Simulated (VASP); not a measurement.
# Rb2N3Cl (P6/mmm) in VASP: single point with PBE

Aim: the single point of Rb2N3Cl with PBE.

All numbers are computed with VASP 6.6.1; they aren't measurements. Logs are shortened: lines on timing, memory, paths and dates and some standing lists are left out, and cuts for length are marked.

### 1 The cell of the first run

The structure is hexagonal, space group P6/mmm (No. 191). Conventional cell: a = 5.106 Å, b = 5.106 Å, c = 5.013 Å, α = 90.00°, β = 90.00°, γ = 120.00°. Rb (site symmetry -6m2) is surrounded by 6 N at 2.91 Å and 3 Rb at 2.95 Å. N (site symmetry mmm) has 4 N at 2.55 Å and 2 Cl at 2.55 Å and 4 Rb at 2.91 Å as nearest neighbours. Around Cl (site symmetry 6/mmm) lie 6 N at 2.55 Å.

The cell was built by a generator and needn't be a form met in nature.

### 2 Single point, PBE (species swapped into the NaSn2Pd3 type (P6mm, No. 183))

Input file INCAR:

```
PREC = Accurate
ENCUT = 520
EDIFF = 1E-7
ISMEAR = 0
SIGMA = 0.1
LREAL = F
LASPH = T
NELM = 100
ALGO = Fast
ISIF = 2
LWAVE = F
LCHARG = F
GGA = PE
NBANDS = 29
```

Input file KPOINTS:

```
regular mesh
0
Gamma
  9 9 8
```

Input file POSCAR:

```
Rb2N3Cl
1.0
    5.1061128746      0.0000000000      0.0000000000
   -2.5530564373      4.4220234640      0.0000000000
    0.0000000000      0.0000000000      5.0133433770
Rb N Cl
2 3 1
Direct
    0.6666666667      0.3333333333      0.5283320804
    0.3333333333      0.6666666667      0.5283320804
    0.0000000000      0.5000000000      1.0283324905
    0.5000000000      0.0000000000      1.0283324905
    0.5000000000      0.5000000000      1.0283324905
    0.0000000000      0.0000000000      0.0283332779
```

Potentials or basis: VASP PAW PBE potentials, release 64 (Rb_sv, N, Cl).

Run with:

```console
cat potpaw_PBE.64/Rb_sv/POTCAR potpaw_PBE.64/N/POTCAR potpaw_PBE.64/Cl/POTCAR > POTCAR
mpirun -np 1 vasp_std > vasp.out
```

OUTCAR:

```text
PREC = Accurate
   ENCUT = 520
   EDIFF = 1E-7
   ISMEAR = 0
   LREAL = F
   LASPH = T
   NELM = 100
   ISIF = 2
   GGA = PE

 ion  position               nearest neighbor table
   1  0.667  0.333  0.528-   3 2.91   4 2.91   5 2.91   3 2.91   4 2.91   5 2.91   2 2.95   2 2.95
                             2 2.95   6 3.87   6 3.87   6 3.87   6 3.87   6 3.87   6 3.87
   2  0.333  0.667  0.528-   3 2.91   4 2.91   5 2.91   3 2.91   4 2.91   5 2.91   1 2.95   1 2.95
                             1 2.95   6 3.87   6 3.87   6 3.87   6 3.87   6 3.87   6 3.87
   3  0.000  0.500  0.028-   1 2.91   2 2.91   1 2.91   2 2.91
   4  0.500  0.000  0.028-   1 2.91   2 2.91   1 2.91   2 2.91
   5  0.500  0.500  0.028-   1 2.91   2 2.91   1 2.91   2 2.91
   6  0.000  0.000  0.028-   1 3.87   2 3.87   1 3.87   2 3.87   1 3.87   2 3.87   1 3.87   2 3.87
                             1 3.87   2 3.87   2 3.87   1 3.87

  LATTYP: Found a hexagonal cell.
 ALAT       =     5.1061128746
 C/A-ratio  =     0.9818316790

  Lattice vectors:

 A1 = (   5.1061128746,   0.0000000000,   0.0000000000)
 A2 = (  -2.5530564373,   4.4220234640,   0.0000000000)
 A3 = (   0.0000000000,   0.0000000000,   5.0133433770)

Analysis of symmetry for initial positions (statically):
=====================================================================
 Subroutine PRICEL returns:
 Original cell was already a primitive cell.

 Routine SETGRP: Setting up the symmetry group for a
 hexagonal supercell.

 Subroutine GETGRP returns: Found 24 space group operations
 (whereof 12 operations were pure point group operations)
 out of a pool of 24 trial point group operations.

The static configuration has the point symmetry C_6v.
 The point group associated with its full space group is D_6h.

Analysis of symmetry for dynamics (positions and initial velocities):
=====================================================================
 Subroutine PRICEL returns:
 Original cell was already a primitive cell.

 Routine SETGRP: Setting up the symmetry group for a
 hexagonal supercell.

 Subroutine GETGRP returns: Found 24 space group operations
 (whereof 12 operations were pure point group operations)
 out of a pool of 24 trial point group operations.

The dynamic configuration has the point symmetry C_6v.
 The point group associated with its full space group is D_6h.

 Subroutine INISYM returns: Found 24 space group operations
 (whereof 12 operations are pure point group operations),
 and found     1 'primitive' translations

----------------------------------------------------------------------------------------

                                     Primitive cell

  volume of cell :     113.1980

  direct lattice vectors                    reciprocal lattice vectors
     5.106112875  0.000000000  0.000000000     0.195843693  0.113070409  0.000000000
    -2.553056437  4.422023464  0.000000000     0.000000000  0.226140817  0.000000000
     0.000000000  0.000000000  5.013343377     0.000000000  0.000000000  0.199467685

  length of vectors
     5.106112875  5.106112875  5.013343377     0.226140817  0.226140817  0.199467685

  position of ions in fractional coordinates (direct lattice)
     0.666666667  0.333333333  0.528332080
     0.333333333  0.666666667  0.528332080
     0.000000000  0.500000000  0.028332490
     0.500000000  0.000000000  0.028332490
     0.500000000  0.500000000  0.028332490
     0.000000000  0.000000000  0.028333278

  ion indices of the primitive-cell ions
   primitive index   ion index
                 1           1
                 2           2
                 3           3
                 4           4
                 5           5
                 6           6

----------------------------------------------------------------------------------------

 KPOINTS: regular mesh

Automatic generation of k-mesh.
 Grid dimensions read from file:
 generate k-points for:    9    9    8

 Generating k-lattice:

  Cartesian coordinates                     Fractional coordinates (reciprocal lattice)
     0.021760410  0.012563379  0.000000000     0.111111111  0.000000000  0.000000000
     0.000000000  0.025126757  0.000000000     0.000000000  0.111111111  0.000000000
     0.000000000  0.000000000  0.024933461     0.000000000  0.000000000  0.125000000

  Length of vectors
     0.025126757  0.025126757  0.024933461

  Shift w.r.t. Gamma in fractional coordinates (k-lattice)
     0.000000000  0.000000000  0.000000000

 Subroutine IBZKPT returns following result:
 ===========================================

 Found     60 irreducible k-points:

 Following reciprocal coordinates:
            Coordinates               Weight
  0.000000  0.000000  0.000000      1.000000
  0.111111  0.000000  0.000000      6.000000
  0.222222  0.000000  0.000000      6.000000
  0.333333 -0.000000  0.000000      6.000000
  0.444444  0.000000  0.000000      6.000000
  0.111111  0.111111  0.000000      6.000000
[... 16 lines left out ...]
  0.333333  0.222222  0.125000     24.000000
  0.333333  0.333333  0.125000      4.000000
 [... further k-points ...]
   k-points           NKPTS =     60   k-points in BZ     NKDIM =     60   number of bands    NBANDS=     29
   number of dos      NEDOS =    301   number of ions     NIONS =      6
   total plane-waves  NPLWV =  64000
   dimension x,y,z NGX =    40 NGY =   40 NGZ =   40
   dimension x,y,z NGXF=    80 NGYF=   80 NGZF=   80
   ions per type =               2   3   1
   NGX,Y,Z   is equivalent  to a cutoff of  13.02, 13.02, 13.26 a.u.
   NGXF,Y,Z  is equivalent  to a cutoff of  26.05, 26.05, 26.53 a.u.
 SYSTEM =  unknown system
   PREC   = accura    normal or accurate (medium, high low for compatibility)
   ISTART =      0    job   : 0-new  1-cont  2-samecut
   ICHARG =      2    charge: 1-file 2-atom 10-const
   ISPIN  =      1    spin polarized calculation?
   LNONCOLLINEAR =      F non collinear calculations
   LSORBIT =      F    spin-orbit coupling
   LASPH  =      T    aspherical Exc in radial PAW
   ENCUT  =  520.0 eV  38.22 Ry    6.18 a.u.   9.49  9.49  9.32*2*pi/ulx,y,z
   NELM   =    100;   NELMIN=  2; NELMDL= -5     # of ELM steps
   EDIFF  = 0.1E-06   stopping-criterion for ELM
   LREAL  =      F    real-space projection
   EDIFFG = 0.1E-05   stopping-criterion for IOM
   NSW    =      0    number of steps for IOM
   IBRION =     -1    ionic relax: 0-MD 1-quasi-New 2-CG
   NFREE  =      0    steps in history (QN), initial steepest desc. (CG)
   ISIF   =      2    stress and relaxation
   ISYM   =      2    0-nonsym 1-usesym 2-fastsym
   POTIM  = 0.5000    time-step for ionic-motion
   TEBEG  =    0.0;   TEEND  =   0.0 temperature during run
   PSTRESS=    0.0 pullay stress
   NELECT =      40.0000    total number of electrons
   NUPDOWN=      -1.0000    fix difference up-down
   EMIN   =  10.00;   EMAX   =-10.00  energy-range for DOS
   EFERMI =   0.00;   METHOD = LEGACY
   ISMEAR =     0;   SIGMA  =   0.10  broadening in eV -4-tet -1-fermi 0-gaus
   EFERMI_NEDOS =   21; number of points for ismear=-14 and -15
   IALGO  =     68    algorithm
   IMIX   =      4    mixing-type and parameters
     AMIX     =   0.40;   BMIX     =  1.00
     AMIX_MAG =   1.60;   BMIX_MAG =  1.00
  volume/ion in A,a.u.               =      18.87       127.32
  Fermi-wavevector in a.u.,A,eV,Ry     =   1.157396  2.187161 18.225885  1.339565
  Thomas-Fermi vector in A             =   2.294007
   LORBIT       =      0    0 simple, 1 ext, 2 COOP (PROOUT), +10 PAW based schemes
   GGA     = PE    functional components
   LHFCALC =     F    Hartree Fock is set to
   AEXX    =    0.0000 exact exchange contribution
   IVDW    =     0    specifies the selected vdW correction
   LEPSILON=     F    determine dielectric tensor
   LRPA    =     F    only Hartree local field effects (RPA)
 non-spin polarized calculation
 RMM-DIIS sequential band-by-band and
 Gauss-broadening in eV      SIGMA  =   0.10
  energy-cutoff  :      520.00
  volume of cell :      113.20
 maximum number of plane-waves:      3079
 NGX is ok and might be reduce to    40
   NGX = 19   NGY = 19   NGZ = 19

 number of electron      40.0000000 magnetization

 Free energy of the ion-electron system (eV)
  ---------------------------------------------------
  ext. energy  EPLUGINS =         0.00000000
  ---------------------------------------------------
  free energy    TOTEN  =       -17.03888014 eV

  energy without entropy =      -17.00539819  energy(sigma->0) =      -17.02213917

 E-fermi :   1.7397     XC(G=0):  -9.2878

 val. band max:        1.7382422934   @ k =   0.2222   0.0000   0.3750
 cond. band min:       1.7497823831   @ k =   0.4444   0.1111   0.3750
 fundamental gap:      0.0115400898
 Fermi energy:         1.7397445211

 k-point     1 :       0.0000    0.0000    0.0000
  band No.  band energies     occupation
      1     -25.0175      2.00000
      2     -24.1700      2.00000
      3     -14.1330      2.00000
      4     -10.7470      2.00000
      5     -10.4462      2.00000
      6     -10.4462      2.00000
[... 21 lines left out ...]
     28       9.1876      0.00000
     29       9.1876      0.00000

 k-point     2 :       0.1111    0.0000    0.0000
  band No.  band energies     occupation
      1     -24.9968      2.00000
      2     -24.1950      2.00000
      3     -14.1012      2.00000
      4     -10.7894      2.00000
      5     -10.4730      2.00000
      6     -10.4385      2.00000
[... 21 lines left out ...]
     28       9.2011      0.00000
     29       9.2449      0.00000

 k-point     3 :       0.2222    0.0000    0.0000
  band No.  band energies     occupation
      1     -24.9376      2.00000
      2     -24.2646      2.00000
      3     -14.0159      2.00000
      4     -10.9237      2.00000
      5     -10.5374      2.00000
      6     -10.4039      2.00000
[... 638 lines left out ...]
      5     -10.7891      2.00000
      6     -10.5222      2.00000
[... 21 lines left out ...]
     28       9.0541      0.00000
     29       9.7405      0.00000

 k-point    24 :       0.3333    0.3333    0.1250
  band No.  band energies     occupation
      1     -24.6130      2.00000
      2     -24.6130      2.00000
      3     -13.7761      2.00000
      4     -11.0259      2.00000
      5     -11.0259      2.00000
      6     -10.5457      2.00000
[... 21 lines left out ...]
     28       9.0741      0.00000
     29       9.9589      0.00000

 [... further k-points ...]

------------------------ aborting loop because EDIFF is reached ----------------------------------------

  FORCE on cell =-STRESS in cart. coord.  units (eV):
  Direction    XX          YY          ZZ          XY          YZ          ZX
  --------------------------------------------------------------------------------------
  -------------------------------------------------------------------------------------
  Total        0.1119065      0.1119065      0.0997500      0.0000000     -0.0000000      0.0000000
  in kB        1.5838971      1.5838971      1.4118373      0.0000000     -0.0000000      0.0000000
  external PRESSURE =       1.5265439 kB  Pullay stress =       0.0000000 kB

 VOLUME and BASIS-vectors are now :
 -----------------------------------------------------------------------------
  energy-cutoff  :      520.00
  volume of cell :      113.20
      direct lattice vectors                 reciprocal lattice vectors
     5.106112875  0.000000000  0.000000000     0.195843693  0.113070409  0.000000000
    -2.553056437  4.422023464  0.000000000     0.000000000  0.226140817  0.000000000
     0.000000000  0.000000000  5.013343377     0.000000000  0.000000000  0.199467685

 POSITION                                       TOTAL-FORCE (eV/Angst)
 -----------------------------------------------------------------------------------
      2.55306      1.47401      2.64871        -0.000000     -0.000000      0.000000
     -0.00000      2.94802      2.64871        -0.000000     -0.000000      0.000000
     -1.27653      2.21101      0.14204         0.000000      0.000000     -0.000000
      2.55306      0.00000      0.14204         0.000000     -0.000000      0.000000
      1.27653      2.21101      0.14204         0.000000      0.000000     -0.000000
      0.00000      0.00000      0.14204         0.000000      0.000000      0.000000
 -----------------------------------------------------------------------------------
    total drift:                               -0.000000     -0.000000      0.013932

  FREE ENERGIE OF THE ION-ELECTRON SYSTEM (eV)
  ---------------------------------------------------
  free  energy   TOTEN  =       -17.0388801446 eV

  energy  without entropy=      -17.0053981862  energy(sigma->0) =      -17.02213917
```

It took 9.4 min on 1 thread of AMD EPYC 7R43 (Zen 3), shared host; peak memory 0.31 GiB.

Results:

```yaml
Free_energy: -17.0389 eV
Pressure: 0.2 GPa
Band_gap_on_the_k_mesh: none (metal or under the smearing width)
```
